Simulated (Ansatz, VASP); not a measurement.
## AlCo (CoAl strained to the junction's net): VASP beside Ansatz

Aim: how closely do two programs agree when they are given the same cell, functional and k mesh? The cell is generated by rule, not measured, and may not be a known phase. The structure shown is the end of the Ansatz relaxation below.

Method: plane waves, with VASP 6.6.1 beside it; single point at PBE, in Ansatz 0.2.0.

### 1. The structure

It takes space group P4/mmm (No. 123, tetragonal). The conventional cell has a = 2.843 Å, b = 2.843 Å, c = 2.863 Å, α = 90.00°, β = 90.00°, γ = 90.00°. Nearest to Co lie 8 Al at 2.47 Å. Nearest to Al lie 8 Co at 2.47 Å. Farther neighbours are not listed.

### 2. Ansatz: relaxation, PBE

Ansatz runs on its default PAW (the set named soft_2) files.

This run makes the geometry at which the two programs are then compared.

File input.yaml:

```yaml
crystal:
  lattice:
    - [4.02, 0.0, 0.0]
    - [0.0, 4.02, 0.0]
    - [0.0, 0.0, 2.8552015177]
  atoms:
    - { symbol: Co, position: [0.0, 0.0, 0.0] }
    - { symbol: Co, position: [0.5, 0.5, 0.0] }
    - { symbol: Al, position: [0.5, 0.0, 0.5] }
    - { symbol: Al, position: [0.0, 0.5, 0.5] }
kpoints:
  mp_grid: { grid: [8, 8, 11] }
scf:
  occupations: { method: fermi_dirac, width: 0.1 }
  max_iter: 150
hamiltonian:
  xc: pbe
relax:
  f_tol: 0.01
  max_steps: 40
  cell: { fix: [a, b, angles] }
```

Run with:

```sh
> ansatz run input.yaml --threads 8 --pin off --max-ram 40960MiB --backend cuda --events-out ev --progress --plain --runs-dir out
```

Numbers of over 12 decimals in the logs are rounded to 6 here.

The log of the run:

```text
Engine: ansatz 0.2.0, aarch64-unknown-linux-gnu
Pseudopotentials: kind: paw
Pseudopotential: Co, paw, valence charge 17, recommended cutoff 420 eV (normal), Co.paw.azcp
Pseudopotential: Al, paw, valence charge 3, recommended cutoff 420 eV (normal), Al.paw.azcp
Functional definition: PBE
  parameter kappa = 0.804
  parameter beta = 0.066725
  exchange = pbe_x(kappa = kappa, mu = beta*pi^2/3)
  correlation = pbe_c(beta = beta)
[...]
Crystal: 4 atoms, lattice volume = 46.141 Å³
Basis set: ecut = 420 eV, 929 PW (Γ), exchange–correlation on 54×54×40 points (8 copies of the dense FFT grid, shifted against one another)
Bands: 24, of which v1, the nominal top of the filled ones, is band 20 counted from 1 (19 counted from 0)
Symmetry: 32 space group operations
Space group: P4/mmm (ITA 123), of the structure as read, at distance tolerance 3.6e-5 Å
k-points: 90 of 704
Non-local potential: Co, projectors of the file, l = 0: 3, l = 1: 2, l = 2: 3, l = 3: 1
Non-local potential: Al, projectors of the file, l = 0: 2, l = 1: 2, l = 2: 1
PAW form: soft (Blöchl's): semilocal exchange-correlation on the pseudo side does not see the compensation charge
PAW one-centre angular grid: Co, 590 points (default); XC on 64 Gauss nodes
PAW one-centre angular grid: Al, 110 points (default); XC on 64 Gauss nodes
Initial density: superposition of atomic densities (neutral atoms: chi_scale 0, normalization atom), corrected by the library's trained network
Initial wavefunctions: pseudopotential atomic-orbital guess
[...]
Functional: x = pbe(κ = 0.804, μ = 0.219515), c = pbe(β = 0.066725)
SCF iter   1: F=—  HF=-11329.704940 eV  |F-HF|=—  |Δ(HF+E_count)|=         —  Δρ=8.75e-3  dr2=2.47e-2  ethr=1.77e-3  ⟨swp⟩=5.2  Hψ=9279  notcnv=0
preconditioner: auto → Kerker (q_TF=auto, 2.664 Å⁻¹)  [metal: Δε(μ)=0.054 eV  Ē_g=5.645 eV  σ=0.100 eV  W_gap=0.13  n_scr=10 (ndim 8)  ℏωp=26.8 eV  f_vac=0.000  D(μ)=1.67/eV (n_scr^D=10)]
SCF iter   2: F=—  HF=-11329.702817 eV  |F-HF|=—  |Δ(HF+E_count)|=   2.12e-3  Δρ=2.43e-3  dr2=2.53e-3  ethr=6.17e-5  ⟨swp⟩=1.1  Hψ=2886  notcnv=0
[...]
SCF iter   6: F=-11329.703032 eV  HF=-11329.703032 eV  |F-HF|=7.14e-8  |Δ(HF+E_count)|=   2.04e-7  Δρ=1.60e-5  dr2=8.57e-8  ethr=2.50e-10  ⟨swp⟩=4.1  Hψ=7936  notcnv=0
SCF 1 converged in 6 iterations: F = -11329.703032 eV  dr2 = 8.57e-8
  greatest PAW one-centre occupation: 1.000 electrons in one spin orbital (limit 2), on the Co atom at site 1 (counted from 0), in its partial waves of l = 1
relax step   1: F+E_penalty+E_count = -11329.70303214 eV  Δ(F+E_penalty+E_count) = +0.000e0 eV  max|allowed force component| = 6.412e-26 eV/Å  Δτ_max = 0.0000 Å  P = +1.176 GPa  Ω = 46.141 Å³  fix = [a, b, alpha, beta, gamma]  reactions: a +1.405, b +1.405 GPa  (6 SCF iters, dr2 threshold 1.00e-7 eV, accepted)
[...]
relax step   2: F+E_penalty+E_count = -11329.70320741 eV  Δ(F+E_penalty+E_count) = -1.753e-4 eV  max|allowed force component| = 2.282e-26 eV/Å  Δτ_max = 0.0000 Å  P = +0.893 GPa  Ω = 46.213 Å³  energy of the carried Pulay correction = -5.073e-5 eV  fix = [a, b, alpha, beta, gamma]  reactions: a +1.195, b +1.195 GPa  (6 SCF iters, dr2 threshold 4.00e-7 eV, accepted)
[...]
relax step   3: F+E_penalty+E_count = -11329.70321734 eV  Δ(F+E_penalty+E_count) = -9.922e-6 eV  max|allowed force component| = 3.837e-27 eV/Å  Δτ_max = 0.0000 Å  P = +0.704 GPa  Ω = 46.261 Å³  energy of the carried Pulay correction = -8.479e-5 eV  fix = [a, b, alpha, beta, gamma]  reactions: a +1.054, b +1.054 GPa  (6 SCF iters, dr2 threshold 2.09e-7 eV, accepted)
[...]
relax step   4: F+E_penalty+E_count = -11329.70330216 eV  Δ(F+E_penalty+E_count) = -8.483e-5 eV  max|allowed force component| = 7.889e-29 eV/Å  Δτ_max = 0.0000 Å  P = +0.707 GPa  Ω = 46.261 Å³  fix = [a, b, alpha, beta, gamma]  reactions: a +1.056, b +1.056 GPa  stress off target by 9.32e-3 GPa on what of the cell is left free  SCF on the basis re-selected at this cell (its energy is not comparable with the rows above)  (9 SCF iters)
basis re-selected at this cell: Δ(F+E_penalty+E_count) = -8.483e-5 eV, ΔP = +0.003 GPa vs the last step (what re-selecting the basis moved, of the pressure what is left beyond the Pulay correction that the steps carried, after the strain that the cell walked since its last selection, with what the two solves' SCF thresholds leave and, on support functions, any second-order correction that the steps lacked; it is no m [...]
SCF converged after 9 iterations
Free energy (F): -11329.703302 eV
Harris-Foulkes:  -11329.703302 eV  (|F-HF|=1.82e-12)
Internal energy: -11329.644570 eV  (E = F + TS)
E sigma→0 (E₀):  -11329.673936 eV
Entropy (-TS):   -0.058733 eV (-14.683 meV/atom)
Fermi energy:    14.468650 eV
--- Per-component energies (eV) ---
  E_band       = -567.426898
  E_kinetic    = 966.788981
  E_local      = -7342.949027  (includes V_loc(G=0)·N_el)
  E_nonlocal   = 933.042305
  E_hartree    = 3171.970564
  E_xc         = -401.572678
  E_vxc        = -473.732133  (∫ρ·V_xc dr)
  E_paw        = -3970.477278  (= ΣΔE_a)
  E_vpaw       = -994.518255  (= ΣTr[D̂ρ^β])
  E_aug_tail   = 0.000108  (compensation charges beyond the density's cutoff)
  E_ewald      = -4686.447544
  E_smearing   = -0.058733  (= −TS)
  E_closure    = -0.000000  (closes the sum)
  Σ components = -11329.703302   (vs F -11329.703302, Δ=0.00e0)
--- Forces (eV/Å), atoms counted from 1 ---
  atom   1  Co    -0.00000000    -0.00000000     0.00000000
  atom   2  Co    -0.00000000    -0.00000000     0.00000000
  atom   3  Al    -0.00000000    -0.00000000     0.00000000
  atom   4  Al     0.00000000     0.00000000    -0.00000000
  max |Σ_I F_I| component: 8.84e-29 eV/Å
--- Stress (GPa, compression-positive) ---
        1.056249      -0.000000       0.000000
        0.000000       1.056249       0.000000
        0.000000       0.000000       0.009321
  P = ⅓ Tr σ = 0.7073 GPa (7.073 kbar)
--- Band table (eV; the first three rows and the last of 90) ---
  k-point 0: bands = [... 16 lower, 12.9697, 13.6579, 13.6579, 13.6829, 14.2907, 16.9496, 18.0232, 20.2709]
  k-point 1: bands = [... 16 lower, 13.3101, 13.5764, 13.5764, 13.6915, 14.2935, 16.9544, 18.0400, 18.9866]
  k-point 2: bands = [... 16 lower, 13.3721, 13.7145, 14.0188, 14.0188, 14.3010, 16.9629, 17.0975, 18.0930]
  k-point 89: bands = [... 16 lower, 12.9991, 12.9991, 13.0240, 13.0240, 14.3027, 14.3027, 16.9936, 16.9936]
--- Relaxed structure (3 steps of the walk, 3 accepted, 1 SCFs on fresh bases) ---
  F+E_penalty+E_count = -11329.70330216 eV   max|allowed force component| = 7.889e-29 eV/Å   (the final SCF, on the basis selected at the relaxed cell)
  cell:  # Å, volume = 46.2614 Å³
    - [4.02, 0, 0.0]
    - [0, 4.02, 0.0]
    - [0.0, 0.0, 2.862637]
  atoms:
    - { symbol: Co, position: [0, 0, 0] }
    - { symbol: Co, position: [0.5, 0.5, 0] }
    - { symbol: Al, position: [0.5, 0, 0.5] }
    - { symbol: Al, position: [0, 0.5, 0.5] }
```

In the SCF lines HF is the Harris–Foulkes energy and dr2 the Hartree energy of the density residual, in eV; the loop may stop once dr2 is under the threshold and the program's other checks hold. Hψ counts applications of the Hamiltonian.

### 3. VASP: single point, PBE

The same cell, functional, mesh and smearing now go to VASP, with its own data sets.

Lines of VASP's logs that name or quote its potential files are left out, and so is its time.

File INCAR:

```
SYSTEM = AlCo
PREC = Accurate
ENCUT = 600
EDIFF = 1E-06
NELM = 120
ISMEAR = -1
SIGMA = 0.1
LREAL = .FALSE.
ALGO = Normal
GGA = PE
NBANDS = 18
LASPH = .TRUE.
LORBIT = 11
LWAVE = .FALSE.
LCHARG = .FALSE.
ISIF = 2
GGA_COMPAT = .FALSE.
```

File POSCAR:

```
AlCo
1.0
    4.0200000000      0.0000000000      0.0000000000
    0.0000000000      4.0200000000      0.0000000000
    0.0000000000      0.0000000000      2.8626369164
Co Al
2 2
Direct
    0.0000000000      0.0000000000      0.0000000000
    0.5000000000      0.5000000000      0.0000000000
    0.5000000000      0.0000000000      0.5000000000
    0.0000000000      0.5000000000      0.5000000000
```

File KPOINTS:

```
Automatic mesh
0
Gamma
8 8 11
0 0 0
```

Potentials, in the order of the species: Co and Al (PBE family, release 64).

Run with:

```sh
> mpirun -np 1 vasp_std
```

The log of the run:

```text
[banner, memory and clock lines left out]
running    1 mpi-ranks, on    1 nodes
 distrk:  each k-point on    1 cores,    1 groups
 distr:  one band on    1 cores,    1 groups

 POSCAR found type information on POSCAR CoAl
 POSCAR found :  2 types and       4 ions
 LDA part: xc-table for (Slater+PW92), standard interpolation
 POSCAR, INCAR and KPOINTS ok, starting setup
 FFT: planning ... GRIDC
 FFT: planning ... GRID_SOFT
 FFT: planning ... GRID
 WAVECAR not read
 entering main loop
       N       E                     dE             d eps       ncg     rms          rms(c)
DAV:   1     0.126667134204E+03    0.12667E+03   -0.11297E+04  3248   0.161E+03
DAV:   2    -0.216062586242E+02   -0.14827E+03   -0.14207E+03  3246   0.291E+02
DAV:   3    -0.272019522888E+02   -0.55957E+01   -0.54888E+01  3762   0.740E+01
DAV:   4    -0.273298075863E+02   -0.12786E+00   -0.12767E+00  4052   0.954E+00
DAV:   5    -0.273337254934E+02   -0.39179E-02   -0.39176E-02  4062   0.163E+00    0.177E+01
DAV:   6    -0.327854883183E+02   -0.54518E+01   -0.76858E+01  3638   0.142E+02    0.250E+01
DAV:   7    -0.240390431899E+02    0.87464E+01   -0.38434E+01  3540   0.932E+01    0.250E+00
DAV:   8    -0.240348535908E+02    0.41896E-02   -0.69271E-01  3372   0.605E+00    0.173E+00
DAV:   9    -0.240054901711E+02    0.29363E-01   -0.63934E-02  4302   0.378E+00    0.497E-01
DAV:  10    -0.240041228710E+02    0.13673E-02   -0.27037E-03  4094   0.555E-01    0.152E-01
DAV:  11    -0.240041288026E+02   -0.59316E-05   -0.94028E-05  4224   0.780E-02    0.947E-02
DAV:  12    -0.240041102873E+02    0.18515E-04   -0.30978E-05  4456   0.600E-02    0.110E-02
DAV:  13    -0.240041107457E+02   -0.45838E-06   -0.83314E-07  1962   0.906E-03
   1 F= -.24004111E+02 E0= -.23974638E+02  d E =-.589458E-01
```

From OUTCAR (step 3):

```text
ion  position               nearest neighbor table
   1  0.000  0.000  0.000-   3 2.47   4 2.47   3 2.47   4 2.47   4 2.47   4 2.47   3 2.47   3 2.47
                             2 2.84   2 2.84   2 2.84   2 2.84
   2  0.500  0.500  0.000-   3 2.47   4 2.47   3 2.47   4 2.47   3 2.47   3 2.47   4 2.47   4 2.47
                             1 2.84   1 2.84   1 2.84   1 2.84
   3  0.500  0.000  0.500-   1 2.47   2 2.47   1 2.47   2 2.47   2 2.47   2 2.47   1 2.47   1 2.47
                             4 2.84   4 2.84   4 2.84   4 2.84
   4  0.000  0.500  0.500-   1 2.47   2 2.47   1 2.47   2 2.47   1 2.47   1 2.47   2 2.47   2 2.47
                             3 2.84   3 2.84   3 2.84   3 2.84

  LATTYP: Found a simple tetragonal cell.
 ALAT       =     4.0200000000
 C/A-ratio  =     0.7120987354

 Subroutine GETGRP returns: Found 16 space group operations
 (whereof 16 operations were pure point group operations)

The static configuration has the point symmetry D_4h.

 Found     90 irreducible k-points:

   k-points           NKPTS =     90   k-points in BZ     NKDIM =     90   number of bands    NBANDS=     18

   dimension x,y,z NGX =    32 NGY =   32 NGZ =   24
   dimension x,y,z NGXF=    64 NGYF=   64 NGZF=   48

   ENCUT  =  600.0 eV  44.10 Ry    6.64 a.u.   8.03  8.03  5.72*2*pi/ulx,y,z

   NELECT =      24.0000    total number of electrons

 k-points in reciprocal lattice and weights: Automatic mesh
   0.00000000  0.00000000  0.00000000       0.001
   0.12500000  0.00000000  0.00000000       0.006
   0.25000000  0.00000000  0.00000000       0.006
   0.37500000  0.00000000  0.00000000       0.006
   0.50000000  0.00000000  0.00000000       0.003
   0.12500000  0.12500000  0.00000000       0.006
   0.25000000  0.12500000  0.00000000       0.011
   0.37500000  0.12500000  0.00000000       0.011
   0.50000000  0.12500000  0.00000000       0.006
[...]
0.50000000  0.37500000  0.45454545       0.011
   0.50000000  0.50000000  0.45454545       0.003

 average (electrostatic) potential at core
       1 -77.7734       2 -77.7734       3 -69.2233       4 -69.2233

 E-fermi :  10.5487

 k-point     1 :       0.0000    0.0000    0.0000
  band No.  band energies     occupation
    ...
      9       9.0562      2.00000
     10       9.7370      1.99940
     11       9.7370      1.99940
     12       9.7618      1.99924
     13      10.3640      1.72756
     14      13.0584      0.00000
     15      14.0842      0.00000
     16      16.3842      0.00000
     17      16.6402      0.00000
     18      16.6402      0.00000

 k-point     2 :       0.1250    0.0000    0.0000
  band No.  band energies     occupation
    ...
      9       9.0821      2.00000
     10       9.6794      1.99966
     11       9.6885      1.99963
     12       9.7112      1.99954
     13      10.4951      1.26182
     14      13.3652      0.00000
     15      14.4624      0.00000
     16      15.8135      0.00000
     17      16.1485      0.00000
     18      16.5943      0.00000

 k-point     3 :       0.2500    0.0000    0.0000
  band No.  band energies     occupation
    ...
      8       9.1026      2.00000
      9       9.1560      2.00000
     10       9.4351      1.99997
     11       9.5653      1.99989
     12       9.6377      1.99978
     13      10.8752      0.07359
     14      13.6211      0.00000
     15      14.5107      0.00000
     16      15.2688      0.00000
     17      15.9422      0.00000
    ...

  Total        0.2881411      0.2881411     -0.0130014     -0.0000000      0.0000000      0.0000000
  in kB        9.9792383      9.9792383     -0.4502812     -0.0000000      0.0000000      0.0000000
  external PRESSURE =       6.5027318 kB  Pullay stress =       0.0000000 kB

  energy-cutoff  :      600.00
  volume of cell :       46.26
      direct lattice vectors                 reciprocal lattice vectors
     4.020000000  0.000000000  0.000000000     0.248756219  0.000000000  0.000000000
     0.000000000  4.020000000  0.000000000     0.000000000  0.248756219  0.000000000
     0.000000000  0.000000000  2.862636916     0.000000000  0.000000000  0.349328269

 POSITION                                       TOTAL-FORCE (eV/Angst)
 -----------------------------------------------------------------------------------
      0.00000      0.00000      0.00000        -0.000000     -0.000000      0.000000
      2.01000      2.01000      0.00000         0.000000      0.000000     -0.000000
      2.01000      0.00000      1.43132        -0.000000     -0.000000      0.000000
      0.00000      2.01000      1.43132        -0.000000     -0.000000      0.000000
 -----------------------------------------------------------------------------------
    total drift:                                0.000000     -0.000000     -0.000000

  FREE ENERGIE OF THE ION-ELECTRON SYSTEM (eV)
  ---------------------------------------------------
  free  energy   TOTEN  =       -24.0041107457 eV

  energy  without entropy=      -23.9451649854  energy(sigma->0) =      -23.97463787

 total charge
# of ion       s       p       d       tot
------------------------------------------
    1        0.435   0.507   7.509   8.451
    2        0.435   0.507   7.509   8.451
    3        0.394   0.429   0.000   0.823
    4        0.394   0.429   0.000   0.823
--------------------------------------------------
tot          1.659   1.872  15.019  18.549

[... 3 further parts left out ...]
```

This run has no spin polarisation, so a moment on Co, if there is one, isn't seen.

### 4. Differences

Known differences besides the potentials themselves: the data sets hold 40 valence electrons in Ansatz (on its default PAW (the set named soft_2) files) and 24 in VASP; the cutoff is 420 eV in Ansatz and 600 eV in VASP; Ansatz's pressure holds a Pulay correction, VASP's none. Total energies have different zeros and are not compared.

Compared:

```csv
quantity,Ansatz,VASP,difference
pressure (GPa),0.71,0.65,+0.06
```

### 5. Summary of results

| Property | Result |
| --- | --- |
| difference in pressure (single point, PBE) | 0.057 GPa |

In words: The difference in pressure is 0.057 GPa (single point, PBE), within the 1 GPa picked in this series as the mark of a large difference. The data sets hold unlike numbers of valence electrons (40 in Ansatz and 24 in VASP), so part of the differences comes from the potentials. Such differences can come from data sets, numerical settings and the points named under the comparisons, not from the functional's error against experiment.

[Lines on the potential files, build, host, timing and source positions are cut from VASP's logs without a mark.]

[Logs are printed without paths, hosts, clocks, repeated set-up lines and the standing remarks that a program may print on its own settings, such as how far it seeks lower states.]

[Hosts, paths, dates, database ids (printed as entryN), source tags and the programs' standing remarks are cut or masked in the printed files.]
